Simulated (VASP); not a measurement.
An input for Ansatz (written as the equivalent of a VASP run, and not itself run):

Ansatz 0.2 input:
```yaml
crystal:
  lattice:
    - [-1.6959880, 1.6959880, 5.7799210]
    - [1.6959880, -1.6959880, 5.7799210]
    - [1.6959880, 1.6959880, -5.7799210]
  atoms:
    - { symbol: Ta, position: [0.4999700, 0.9999700, 0.5000000] }
    - { symbol: Ta, position: [0.7499700, 0.7499700, 0.0000000] }
    - { symbol: As, position: [0.0826300, 0.5826300, 0.5000000] }
    - { symbol: As, position: [0.3326300, 0.3326300, 0.0000000] }
kpoints:
  mp_grid: { grid: [8, 8, 8] }
hamiltonian:
  xc: pbe
  pseudopotentials: { kind: paw }
scf:
  occupations: { method: gaussian, width: 0.1 }
  max_iter: 100
output: { forces: true, stress: true, eigenvalues: true }
```

**Question.** Write the VASP files for the same calculation (PBE).

**Answer.** One answer among several that fit: 
INCAR:
```
LASPH  =  .TRUE.   # aspherical one-centre terms
ISIF  =  2   # forces and stress, cell fixed
LREAL  =  .FALSE.
SIGMA  =  0.1   # width (eV)
LCHARG  =  .FALSE.
GGA  =  PE
SYSTEM  =  TaAs
ALGO  =  Normal   # blocked Davidson
NELM  =  100   # most electronic steps
ISMEAR  =  0   # Gaussian
ENCUT  =  300   # plane-wave cut-off (eV)
PREC  =  Accurate
EDIFF  =  1E-6
LMAXMIX  =  6   # l cut-off of mixed one-centre charges
LWAVE  =  .FALSE.
```

**KPOINTS**
```
kpoints
0
gamma
  8 8 8
0 0 0
```

File POSCAR:
```
TaAs
1
   -1.6959880000     1.6959880000     5.7799210000
    1.6959880000    -1.6959880000     5.7799210000
    1.6959880000     1.6959880000    -5.7799210000
Ta As
2 2
Direct
  0.4999700000   0.9999700000   0.5000000000
  0.7499700000   0.7499700000   0.0000000000
  0.0826300000   0.5826300000   0.5000000000
  0.3326300000   0.3326300000   0.0000000000
```

POTCAR, in this order: Ta_pv As (PBE.64 set). Program: vasp_std.

Limits of the translation: each code has its own PAW files, so the cut-off isn't converted (ENCUT is set for VASP's; basis.ecutwfc is left out, and Ansatz then takes the one that its files recommend); Ansatz stops its SCF on the density residual and VASP on the energy change (EDIFF).

The structure comes from a computed database's TaAs entry; how it stands against other phases isn't given here. The cell was not relaxed at this level. The k-mesh is coarse (spacing up to 0.33 per Å, 2π included), so the numbers may not be converged in it.
